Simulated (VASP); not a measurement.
# CrClO with r2SCAN: from relaxation to properties

Aim: relax CrClO, then compute properties on the relaxed cell. The steps: magnetic order: ferromagnetic, magnetic order: antiferromagnetic within the cell, magnetic order: antiferromagnetic, q = (0, 0, 1/2), magnetic order: antiferromagnetic, q = (1/2, 1/2, 1/2), magnetic order: antiferromagnetic, q = (1/2, 1/2, 0), the orders side by side, relaxing cell and atoms (r2SCAN), density, ELF and potential (r2SCAN), bands along the symmetry lines (r2SCAN), total and projected DOS (r2SCAN), optical spectrum (r2SCAN) and field gradients at the nuclei (r2SCAN). The start is a computed cell from the Materials Project.

Method: r2SCAN, spin-polarised from a ferromagnetic start; plane waves and PAW (Cr_pv, Cl, O), in the first sound run; inputs show where later runs differ, in VASP 6.6.1.

## Step 1: The structure

The structure is orthorhombic, space group Pmmn (No. 59). Conventional cell: a = 3.190 Å, b = 3.867 Å, c = 7.952 Å, α = 90.00°, β = 90.00°, γ = 90.00°. Nearest to Cr lie 4 O at 1.98 to 2.03 Å and 2 Cl at 2.32 Å. Nearest to Cl lie 2 Cr at 2.32 Å. O has 4 Cr at 1.98 to 2.03 Å nearest. Farther neighbours and most contacts between anions are not listed.

Structure file:

```xyz
6
Lattice="3.1901 0.0000 0.0000 0.0000 3.8666 0.0000 0.0000 0.0000 7.9525" Properties=species:S:1:pos:R:3 pbc="T T T"
Cr    0.0000    0.0000    0.8433
Cr    1.5950    1.9333    7.1092
Cl    0.0000    1.9333    5.4190
Cl    1.5950    0.0000    2.5335
O     1.5950    0.0000    7.5375
O     0.0000    1.9333    0.4150
```

## Step 2: Magnetic order: ferromagnetic

The properties of a magnet depend on its order, so a few collinear patterns are compared first on the cell as listed, beginning with all moments parallel. r2SCAN adds the kinetic-energy density, costs more than a GGA and is run with LASPH.

INCAR reads:

```
SYSTEM = CrClO
PREC = Accurate
ENCUT = 520
EDIFF = 1E-06
NELM = 100
ISMEAR = 0
SIGMA = 0.05
LREAL = .FALSE.
ALGO = Normal
METAGGA = R2SCAN
LASPH = .TRUE.
NBANDS = 38
ISPIN = 2
MAGMOM = 3 3 0 0 0 0
LMAXMIX = 4
LORBIT = 11
LWAVE = .FALSE.
LCHARG = .FALSE.
KPAR = 8
ISIF = 2
```

POSCAR reads:

```
CrClO
1.0
    3.1900756200      0.0000000000      0.0000000000
    0.0000000000      3.8665605400      0.0000000000
    0.0000000000      0.0000000000      7.9524604400
Cr Cl O
2 2 2
Direct
    0.0000000000      0.0000000000      0.1060403200
    0.5000000000      0.5000000000      0.8939596800
    0.0000000000      0.5000000000      0.6814219400
    0.5000000000      0.0000000000      0.3185780600
    0.5000000000      0.0000000000      0.9478179000
    0.0000000000      0.5000000000      0.0521821000
```

KPOINTS reads:

```
Automatic mesh
0
Gamma
7 6 3
0 0 0
```

PAW data sets: Cr_pv, Cl and O (PBE family, release 64).

Launch:

```sh
mpirun -np 8 vasp_std
```

Log:

```text
[banner, memory and clock lines left out]
running    8 mpi-ranks, on    1 nodes
 distrk:  each k-point on    1 cores,    8 groups
 distr:  one band on    1 cores,    1 groups

 POSCAR found type information on POSCAR CrClO
 POSCAR found :  3 types and       6 ions
|                                                                             |
|           W    W    AA    RRRRR   N    N  II  N    N   GGGG   !!!           |
|           W    W   A  A   R    R  NN   N  II  NN   N  G    G  !!!           |
|           W    W  A    A  R    R  N N  N  II  N N  N  G       !!!           |
|           W WW W  AAAAAA  RRRRR   N  N N  II  N  N N  G  GGG   !            |
|           WW  WW  A    A  R   R   N   NN  II  N   NN  G    G                |
|           W    W  A    A  R    R  N    N  II  N    N   GGGG   !!!           |
|                                                                             |
|     For optimal performance we recommend to set                             |
|       NCORE = 2 up to number-of-cores-per-socket                            |
|     NCORE specifies how many cores store one orbital (NPAR=cpu/NCORE).      |
|     This setting can greatly improve the performance of VASP for DFT.       |
|     The default, NCORE=1 might be grossly inefficient on modern             |
|     multi-core architectures or massively parallel machines. Do your        |
|     Unfortunately you need to use the default for GW and RPA                |
|     calculations (for HF NCORE is supported but not extensively tested      |
|     yet).                                                                   |
|                                                                             |

|                                                                             |
|               ----> ADVICE to this user running VASP <----                  |
|                                                                             |
|     You enforced a specific xc type in the INCAR file but a different       |
|     [... a line on the potential file left out ...]
|     I HOPE YOU KNOW WHAT YOU ARE DOING!                                     |
|                                                                             |

 LDA part: xc-table for (None), standard interpolation
 POSCAR, INCAR and KPOINTS ok, starting setup
 FFT: planning ... GRIDC
 FFT: planning ... GRID_SOFT
 FFT: planning ... GRID
 WAVECAR not read
 entering main loop
       N       E                     dE             d eps       ncg     rms          rms(c)
DAV:   1     0.546099928327E+03    0.54610E+03   -0.26884E+04  4912   0.137E+03
DAV:   2    -0.310822232514E+02   -0.57718E+03   -0.54356E+03  5164   0.404E+02
DAV:   3    -0.838419315916E+02   -0.52760E+02   -0.51979E+02  5522   0.132E+02
DAV:   4    -0.849909850939E+02   -0.11491E+01   -0.11402E+01  5688   0.199E+01
DAV:   5    -0.850238498873E+02   -0.32865E-01   -0.32604E-01  6698   0.310E+00    0.283E+01
DAV:   6    -0.656072996816E+02    0.19417E+02   -0.46056E+01  6026   0.582E+01    0.187E+01
DAV:   7    -0.660541076688E+02   -0.44681E+00   -0.58158E+00  5614   0.244E+01    0.122E+01
DAV:   8    -0.661387480751E+02   -0.84640E-01   -0.47859E-01  5832   0.391E+00    0.728E+00
DAV:   9    -0.661729608583E+02   -0.34213E-01   -0.17824E-01  6210   0.357E+00    0.167E+00
DAV:  10    -0.661743681024E+02   -0.14072E-02   -0.24867E-02  5396   0.136E+00    0.929E-01
DAV:  11    -0.661737563311E+02    0.61177E-03   -0.58409E-03  5552   0.442E-01    0.454E-01
DAV:  12    -0.661735067425E+02    0.24959E-03   -0.10397E-03  5762   0.289E-01    0.225E-01
DAV:  13    -0.661737302592E+02   -0.22352E-03   -0.25761E-04  5378   0.139E-01    0.993E-02
DAV:  14    -0.661736671741E+02    0.63085E-04   -0.14847E-05  5612   0.280E-02    0.620E-02
DAV:  15    -0.661736809263E+02   -0.13752E-04   -0.15220E-05  5198   0.202E-02    0.315E-02
DAV:  16    -0.661737037447E+02   -0.22818E-04   -0.45886E-06  4624   0.174E-02    0.115E-02
DAV:  17    -0.661737125898E+02   -0.88451E-05   -0.74913E-07  3014   0.600E-03    0.381E-03
DAV:  18    -0.661737117776E+02    0.81219E-06   -0.17180E-07  2774   0.289E-03
   1 F= -.66173712E+02 E0= -.66173712E+02  d E =-.288634E-13  mag=     6.0000
```

Run time: 2.7 min. Hardware: 8 MPI ranks of AMD EPYC 7R43, shared host; peak memory 2.8 GiB.

The logs omit lines about the potential files and the build; timing stands in the text.

From OUTCAR (step 2):

```text
ion  position               nearest neighbor table
   1  0.000  0.000  0.106-   6 1.98   6 1.98   5 2.03   5 2.03   4 2.32   4 2.32   2 3.02   2 3.02
                             2 3.02   2 3.02
   2  0.500  0.500  0.894-   5 1.98   5 1.98   6 2.03   6 2.03   3 2.32   3 2.32   1 3.02   1 3.02
                             1 3.02   1 3.02
   3  0.000  0.500  0.681-   2 2.32   2 2.32
   4  0.500  0.000  0.319-   1 2.32   1 2.32
   5  0.500  0.000  0.948-   2 1.98   2 1.98   1 2.03   1 2.03
   6  0.000  0.500  0.052-   1 1.98   1 1.98   2 2.03   2 2.03

  LATTYP: Found a simple orthorhombic cell.
 ALAT       =     3.1900756200
 B/A-ratio  =     1.2120592113
 C/A-ratio  =     2.4928752128

 Subroutine GETGRP returns: Found  8 space group operations
 (whereof  4 operations were pure point group operations)

The static configuration has the point symmetry C_2v.
 The point group associated with its full space group is D_2h.

 Found     32 irreducible k-points:

   k-points           NKPTS =     32   k-points in BZ     NKDIM =     32   number of bands    NBANDS=     38

   dimension x,y,z NGX =    24 NGY =   30 NGZ =   60
   dimension x,y,z NGXF=    48 NGYF=   60 NGZF=  120

   ENCUT  =  520.0 eV  38.22 Ry    6.18 a.u.   5.93  7.19 14.79*2*pi/ulx,y,z

   NELECT =      50.0000    total number of electrons

 k-points in reciprocal lattice and weights: Automatic mesh
   0.00000000  0.00000000  0.00000000       0.008
   0.14285714  0.00000000  0.00000000       0.016
   0.28571429  0.00000000  0.00000000       0.016
   0.42857143  0.00000000  0.00000000       0.016
   0.00000000  0.16666667  0.00000000       0.016
   0.14285714  0.16666667  0.00000000       0.032
   0.28571429  0.16666667  0.00000000       0.032
   0.42857143  0.16666667  0.00000000       0.032
   0.00000000  0.33333333  0.00000000       0.016
[...]
0.28571429  0.50000000  0.33333333       0.032
   0.42857143  0.50000000  0.33333333       0.032

 average (electrostatic) potential at core
       1 -78.1218       2 -78.1218       3 -95.3029       4 -95.3029       5 -75.9908
       6 -75.9908

 E-fermi :   3.4022

 spin component 1
 k-point     1 :       0.0000    0.0000    0.0000
  band No.  band energies     occupation
    ...
     24       1.5608      1.00000
     25       1.7234      1.00000
     26       2.0322      1.00000
     27       2.7052      1.00000
     28       3.0881      1.00000
     29       4.4058      0.00000
     30       4.4167      0.00000
     31       4.8937      0.00000
     32       5.3216      0.00000
     33       5.6483      0.00000
    ...

 k-point     2 :       0.1429    0.0000    0.0000
  band No.  band energies     occupation
    ...
     24       1.8021      1.00000
     25       1.9482      1.00000
     26       2.2865      1.00000
     27       2.6727      1.00000
     28       2.9973      1.00000
     29       4.4069      0.00000
     30       4.4161      0.00000
     31       4.8295      0.00000
     32       5.2364      0.00000
     33       5.4026      0.00000
    ...

 k-point     3 :       0.2857    0.0000    0.0000
  band No.  band energies     occupation
    ...
     24       2.0165      1.00000
     25       2.0230      1.00000
     26       2.2913      1.00000
     27       2.6036      1.00000
     28       2.7247      1.00000
     29       4.4070      0.00000
     30       4.4147      0.00000
     31       4.7255      0.00000
     32       5.0528      0.00000
     33       5.1942      0.00000
    ...

 k-point     4 :       0.4286    0.0000    0.0000
  band No.  band energies     occupation
    ...
     24       1.9141      1.00000
     25       2.0339      1.00000
     26       2.2702      1.00000
     27       2.3256      1.00000
     28       2.4973      1.00000
     29       4.4096      0.00000
     30       4.4124      0.00000
     31       4.8435      0.00000
     32       4.9834      0.00000
     33       5.3330      0.00000
    ...

 k-point     5 :       0.0000    0.1667    0.0000
  band No.  band energies     occupation
    ...
     24       1.6936      1.00000
     25       1.8676      1.00000
     26       2.1171      1.00000
     27       2.3934      1.00000
     28       2.7148      1.00000
     29       4.4147      0.00000
     30       4.4204      0.00000
     31       5.2219      0.00000
     32       5.6809      0.00000
     33       5.6814      0.00000
    ...

 k-point     6 :       0.1429    0.1667    0.0000
  band No.  band energies     occupation
    ...
     24       1.8993      1.00000
     25       2.0018      1.00000
     26       2.3262      1.00000
     27       2.3501      1.00000
     28       2.6398      1.00000
     29       4.4159      0.00000
     30       4.4197      0.00000
     31       5.0584      0.00000
     32       5.3657      0.00000
     33       5.6804      0.00000
    ...

  Total        0.0991023     -0.0784283      0.0414882      0.0000000      0.0000000      0.0000000
  in kB        1.6187027     -1.2810211      0.6776538      0.0000000      0.0000000      0.0000000
  external PRESSURE =       0.3384452 kB  Pullay stress =       0.0000000 kB

  energy-cutoff  :      520.00
  volume of cell :       98.09
      direct lattice vectors                 reciprocal lattice vectors
     3.190075620  0.000000000  0.000000000     0.313472193  0.000000000  0.000000000
     0.000000000  3.866560540  0.000000000     0.000000000  0.258627788  0.000000000
     0.000000000  0.000000000  7.952460440     0.000000000  0.000000000  0.125747246

 POSITION                                       TOTAL-FORCE (eV/Angst)
 -----------------------------------------------------------------------------------
      0.00000      0.00000      0.84328         0.000000      0.000000      0.011760
      1.59504      1.93328      7.10918         0.000000      0.000000     -0.011760
      0.00000      1.93328      5.41898         0.000000      0.000000     -0.007660
      1.59504      0.00000      2.53348         0.000000      0.000000      0.007660
      1.59504      0.00000      7.53748         0.000000      0.000000      0.015365
      0.00000      1.93328      0.41498         0.000000      0.000000     -0.015365
 -----------------------------------------------------------------------------------
    total drift:                                0.000000      0.000000     -0.000000

  FREE ENERGIE OF THE ION-ELECTRON SYSTEM (eV)
  ---------------------------------------------------
  free  energy   TOTEN  =       -66.1737117776 eV

  energy  without entropy=      -66.1737117776  energy(sigma->0) =      -66.17371178

 total charge
# of ion       s       p       d       tot
------------------------------------------
    1        0.413   6.309   3.996  10.718
    2        0.413   6.309   3.996  10.718
    3        1.611   3.574   0.000   5.186
    4        1.611   3.574   0.000   5.186
    5        1.563   3.519   0.000   5.082
    6        1.563   3.519   0.000   5.082
--------------------------------------------------
tot          7.176  26.805   7.992  41.973

 magnetization (x)
# of ion       s       p       d       tot
------------------------------------------
    1        0.054   0.030   2.814   2.898
    2        0.054   0.030   2.814   2.898
    3        0.001  -0.004   0.000  -0.003
    4        0.001  -0.004   0.000  -0.003
    5        0.000  -0.002   0.000  -0.002
    6        0.000  -0.002   0.000  -0.002
--------------------------------------------------
tot          0.110   0.048   5.628   5.787

[... 6 further parts left out ...]
```

The gap is read on the k-mesh alone, so it is an upper bound where the band edges lie off the mesh. The PAW data sets were made with PBE, which is usual practice but a small mismatch for other functionals.

This step gave:

```yaml
scf_cycles: 18
electrons: 50
bands: 38
irreducible_k_points: 32
symmetry_operations: 8
free_energy_toten: -66.1737 eV
fermi_energy: 3.402 eV
pressure: 0.03384 GPa
moment_of_the_cell_from_the_last_line_of_the_log: 6 μB
metallic: no
valence_top_at_k: 0, 0, 0.3333
conduction_bottom_at_k: 0, 0, 0
least_direct_gap_at_k: 0, 0, 0.3333
gap_on_the_k_mesh: 1.242 eV
least_direct_gap_on_the_k_mesh: 1.243 eV
```

Spin moment in the PAW sphere by atom:

```csv
atom,spin moment in the PAW sphere (μB)
Cr1,2.90
Cr2,2.90
Cl3,0.00
Cl4,0.00
O5,0.00
O6,0.00
```

The run ends ferromagnetic with a largest moment of 2.90 μB, and the mesh shows a gap of 1.24 eV.

(Part 1 of 7 ends here.)

[Lines on the potential files, build, host, timing and source positions are cut from VASP's logs without a mark.]

[Logs are printed without paths, hosts, clocks, repeated set-up lines and the standing remarks that a program may print on its own settings, such as how far it seeks lower states.]

[Hosts, paths, dates, database ids (printed as entryN), source tags and the programs' standing remarks are cut or masked in the printed files.]

[Measured values are set beside computed ones only where the two were judged alike; some that the calculation misses by far are left out.]

[In band tables of VASP the shares of atoms and orbitals are scaled to a sum of 1 inside the atoms' spheres.]
